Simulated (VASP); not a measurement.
Output of a VASP run:

File OSZICAR:
```
...
RMM:   2    -0.214836054500E+03   -0.10611E-01   -0.11917E-01  1364   0.704E-01    0.246E-01
RMM:   3    -0.214838171825E+03   -0.21173E-02   -0.22992E-02  1396   0.302E-01    0.237E-01
RMM:   4    -0.214838312784E+03   -0.14096E-03   -0.41509E-03  1391   0.152E-01    0.211E-01
RMM:   5    -0.214838168932E+03    0.14385E-03   -0.17096E-03  1364   0.811E-02    0.514E-02
RMM:   6    -0.214838211251E+03   -0.42319E-04   -0.36412E-04  1391   0.366E-02    0.538E-02
RMM:   7    -0.214838168095E+03    0.43156E-04   -0.93142E-05  1245   0.195E-02    0.271E-02
RMM:   8    -0.214838164467E+03    0.36274E-05   -0.95229E-05  1199   0.145E-02
   8 F= -.21483816E+03 E0= -.21481888E+03  d E =-.129696E-01  mag=     2.0000
       N       E                     dE             d eps       ncg     rms          rms(c)
DAV:   1    -0.214838265716E+03   -0.97621E-04   -0.54968E-01  1480   0.131E+00    0.201E-01
RMM:   2    -0.214838762843E+03   -0.49713E-03   -0.55302E-03  1364   0.150E-01    0.544E-02
RMM:   3    -0.214838863460E+03   -0.10062E-03   -0.10678E-03  1393   0.650E-02    0.505E-02
RMM:   4    -0.214838870836E+03   -0.73755E-05   -0.19739E-04  1353   0.328E-02    0.448E-02
RMM:   5    -0.214838865274E+03    0.55616E-05   -0.76373E-05  1158   0.175E-02
   9 F= -.21483887E+03 E0= -.21481958E+03  d E =-.136704E-01  mag=     2.0000
       N       E                     dE             d eps       ncg     rms          rms(c)
DAV:   1    -0.214835883766E+03    0.29871E-02   -0.21956E+00  1408   0.261E+00    0.398E-01
RMM:   2    -0.214837855861E+03   -0.19721E-02   -0.22484E-02  1364   0.303E-01    0.111E-01
RMM:   3    -0.214838276189E+03   -0.42033E-03   -0.44917E-03  1398   0.132E-01    0.104E-01
RMM:   4    -0.214838304453E+03   -0.28264E-04   -0.80672E-04  1393   0.666E-02    0.910E-02
RMM:   5    -0.214838281099E+03    0.23354E-04   -0.32510E-04  1356   0.353E-02    0.229E-02
RMM:   6    -0.214838289967E+03   -0.88686E-05   -0.70944E-05  1165   0.161E-02
  10 F= -.21483829E+03 E0= -.21481901E+03  d E =-.130951E-01  mag=     2.0000
       N       E                     dE             d eps       ncg     rms          rms(c)
DAV:   1    -0.214837741638E+03    0.53946E-03   -0.11864E+00  1400   0.192E+00    0.276E-01
RMM:   2    -0.214838775773E+03   -0.10341E-02   -0.11423E-02  1364   0.216E-01    0.742E-02
RMM:   3    -0.214838963280E+03   -0.18751E-03   -0.21190E-03  1384   0.930E-02    0.731E-02
RMM:   4    -0.214838978896E+03   -0.15616E-04   -0.40945E-04  1405   0.465E-02    0.676E-02
RMM:   5    -0.214838960730E+03    0.18166E-04   -0.16685E-04  1250   0.248E-02    0.167E-02
RMM:   6    -0.214838963652E+03   -0.29224E-05   -0.34086E-05   938   0.112E-02
  11 F= -.21483896E+03 E0= -.21481968E+03  d E =-.137688E-01  mag=     2.0000
       N       E                     dE             d eps       ncg     rms          rms(c)
DAV:   1    -0.214837897614E+03    0.10631E-02   -0.20619E+00  1374   0.254E+00    0.500E-01
RMM:   2    -0.214841279158E+03   -0.33815E-02   -0.37594E-02  1364   0.374E-01    0.121E-01
RMM:   3    -0.214841906834E+03   -0.62768E-03   -0.70567E-03  1382   0.164E-01    0.127E-01
RMM:   4    -0.214841968029E+03   -0.61195E-04   -0.14128E-03  1418   0.839E-02    0.117E-01
RMM:   5    -0.214841913167E+03    0.54862E-04   -0.47492E-04  1362   0.449E-02    0.229E-02
RMM:   6    -0.214841929085E+03   -0.15918E-04   -0.12005E-04  1228   0.205E-02    0.247E-02
RMM:   7    -0.214841924112E+03    0.49724E-05   -0.18473E-05   861   0.907E-03
  12 F= -.21484192E+03 E0= -.21482264E+03  d E =-.296046E-02  mag=     2.0000
```

**OUTCAR**
```
------------------------ aborting loop because EDIFF is reached ----------------------------------------
  FORCE on cell =-STRESS in cart. coord.  units (eV):
  Direction    XX          YY          ZZ          XY          YZ          ZX
  --------------------------------------------------------------------------------------
  Total      -13.2650256    -13.2654453    -13.2807822     -0.0725827     -0.0645031      0.0802355
  in kB      -16.4446433    -16.4451636    -16.4641768     -0.0899807     -0.0799644      0.0994679
  external PRESSURE =     -16.4513279 kB  Pullay stress =       0.0000000 kB
  volume of cell :     1292.39
      direct lattice vectors                 reciprocal lattice vectors
    10.892596236  0.000000000  0.000000000     0.091805478  0.000000000  0.000000000
     0.000000000 10.892596236  0.000000000     0.000000000  0.091805478  0.000000000
     0.000000000  0.000000000 10.892596236     0.000000000  0.000000000  0.091805478
  FREE ENERGIE OF THE ION-ELECTRON SYSTEM (eV)
  ---------------------------------------------------
  free  energy   TOTEN  =      -214.8419241122 eV

  energy  without entropy=     -214.8033592100  energy(sigma->0) =     -214.82264166

 total charge

# of ion       s       p       d       tot
------------------------------------------
    1        0.509   0.450   9.792  10.752
    2        0.506   0.457   9.794  10.757
    3        0.506   0.457   9.794  10.758
    4        0.505   0.449   9.793  10.747
    5        0.509   0.451   9.792  10.753
    6        0.506   0.458   9.794  10.758
    7        0.509   0.451   9.792  10.753
    8        0.509   0.451   9.792  10.753
    9        0.539   0.409   9.784  10.732
   10        0.539   0.408   9.784  10.732
   11        0.506   0.457   9.794  10.758
   12        0.541   0.414   9.784  10.740
   13        0.509   0.452   9.792  10.753
   14        0.509   0.450   9.792  10.752
   15        0.505   0.449   9.793  10.747
   16        0.506   0.457   9.794  10.758
   17        0.507   0.458   9.794  10.759
   18        0.507   0.458   9.794  10.759
   19        0.509   0.451   9.792  10.752
   20        0.506   0.458   9.794  10.758
   21        0.539   0.409   9.784  10.732
   22        0.506   0.458   9.794  10.758
   23        0.505   0.450   9.793  10.748
   24        0.506   0.457   9.794  10.758
   25        0.506   0.457   9.794  10.758
   26        0.509   0.451   9.792  10.753
   27        0.506   0.457   9.794  10.758
   28        0.509   0.452   9.792  10.753
   29        0.509   0.451   9.792  10.753
   30        0.509   0.451   9.792  10.753
   31        0.509   0.451   9.792  10.753
   32        0.505   0.450   9.793  10.748
   33        1.316   2.416   0.000   3.732
   34        1.316   2.416   0.000   3.732
   35        1.316   2.417   0.000   3.733
   36        1.313   2.420   0.000   3.733
   37        1.316   2.417   0.000   3.733
   38        1.316   2.417   0.000   3.733
   39        1.313   2.420   0.000   3.733
   40        1.316   2.417   0.000   3.732
   41        1.316   2.416   0.000   3.732
   42        1.316   2.418   0.000   3.733
   43        1.316   2.418   0.000   3.733
   44        1.313   2.420   0.000   3.733
   45        1.313   2.420   0.000   3.734
   46        1.313   2.420   0.000   3.734
   47        1.312   2.425   0.000   3.737
   48        1.316   2.417   0.000   3.733
...
```
(Selected blocks of OUTCAR.)

File POSCAR:
```
Zn32S31
1
   10.8925962364     0.0000000000     0.0000000000
    0.0000000000    10.8925962364    -0.0000000000
   -0.0000000000    -0.0000000000    10.8925962364
Zn S
32 31
Direct
  0.5000000000   0.0000000000   0.0000000000
  0.7500000000   0.2500000000   0.0000000000
  0.7500000000   0.0000000000   0.2500000000
  0.0000000000   0.0000000000   0.0000000000
  0.2500000000   0.2500000000   0.0000000000
  0.5000000000   0.5000000000   0.0000000000
  0.7500000000   0.7500000000   0.0000000000
  0.2500000000   0.0000000000   0.2500000000
  0.5018710000   0.2545450000   0.2512640000
  0.7455480000   0.4966690000   0.2513430000
  0.5000000000   0.0000000000   0.5000000000
  0.7545720000   0.2463040000   0.5027420000
  0.7500000000   0.0000000000   0.7500000000
  0.0000000000   0.5000000000   0.0000000000
  0.2500000000   0.7500000000   0.0000000000
  0.0000000000   0.2500000000   0.2500000000
  0.2500000000   0.5000000000   0.2500000000
  0.5000000000   0.7500000000   0.2500000000
  0.0000000000   0.0000000000   0.5000000000
  0.2500000000   0.2500000000   0.5000000000
  0.5032770000   0.4954770000   0.4965310000
  0.7500000000   0.7500000000   0.5000000000
  0.2500000000   0.0000000000   0.7500000000
  0.5000000000   0.2500000000   0.7500000000
  0.7500000000   0.5000000000   0.7500000000
  0.0000000000   0.7500000000   0.2500000000
  0.0000000000   0.5000000000   0.5000000000
  0.2500000000   0.7500000000   0.5000000000
  0.0000000000   0.2500000000   0.7500000000
  0.2500000000   0.5000000000   0.7500000000
  0.5000000000   0.7500000000   0.7500000000
  0.0000000000   0.7500000000   0.7500000000
  0.6250000000   0.1250000000   0.1250000000
  0.8750000000   0.3750000000   0.1250000000
  0.8750000000   0.1250000000   0.3750000000
  0.1250000000   0.1250000000   0.1250000000
  0.3750000000   0.3750000000   0.1250000000
  0.6250000000   0.6250000000   0.1250000000
  0.8750000000   0.8750000000   0.1250000000
  0.3750000000   0.1250000000   0.3750000000
  0.8750000000   0.6250000000   0.3750000000
  0.6250000000   0.1250000000   0.6250000000
  0.8750000000   0.3750000000   0.6250000000
  0.8750000000   0.1250000000   0.8750000000
  0.1250000000   0.6250000000   0.1250000000
  0.3750000000   0.8750000000   0.1250000000
  0.1250000000   0.3750000000   0.3750000000
  0.3750000000   0.6250000000   0.3750000000
  0.6250000000   0.8750000000   0.3750000000
  0.1250000000   0.1250000000   0.6250000000
  0.3750000000   0.3750000000   0.6250000000
  0.6250000000   0.6250000000   0.6250000000
  0.8750000000   0.8750000000   0.6250000000
  0.3750000000   0.1250000000   0.8750000000
  0.6250000000   0.3750000000   0.8750000000
  0.8750000000   0.6250000000   0.8750000000
  0.1250000000   0.8750000000   0.3750000000
  0.1250000000   0.6250000000   0.6250000000
  0.3750000000   0.8750000000   0.6250000000
  0.1250000000   0.3750000000   0.8750000000
  0.3750000000   0.6250000000   0.8750000000
  0.6250000000   0.8750000000   0.8750000000
  0.1250000000   0.8750000000   0.8750000000
```

### Question
Write an INCAR and KPOINTS that could have produced this output.

### Answer
One answer among several that fit: the input of the run itself, PBE GGA, plane waves, VASP's PBE PAW potentials (set 64).

### KPOINTS
```
Automatic mesh
0
Gamma
1 1 1
0 0 0
```

**INCAR**
```
LMAXMIX = 4
ISYM = 0
ISMEAR = 0   ! Gaussian
LWAVE = .FALSE.
LREAL = Auto   ! projection in real space or not
LORBIT = 10
LASPH = .TRUE.   ! aspherical one-centre terms
ISIF = 2   ! forces and stress, cell fixed
NSW = 60
ALGO = Fast   ! Davidson, then RMM-DIIS
NELMIN = 4
EDIFF = 1E-5   ! SCF stop (eV)
SYSTEM = Zn32S31
NUPDOWN = 2
NELM = 100   ! most electronic steps
ISPIN = 2   ! spin-polarised
GGA = PE   ! PBE
SIGMA = 0.05
ENCUT = 400
NELECT = 568.0
PREC = Normal
EDIFFG = -0.03   ! ionic stop
MAGMOM = 63*0.0317
LCHARG = .FALSE.
IBRION = 2
```

POTCAR, in this order: Zn S (PBE.64 set). Program: vasp_gam.

The cell is charged, with a uniform compensating background. The supercell is sampled at Γ alone, which is coarse: total energies, pressure and levels can be off, energies of defects by several tenths of an eV.

The cell is a supercell with a defect, built from ZnS (zinc blende): vac_S, charge +2.
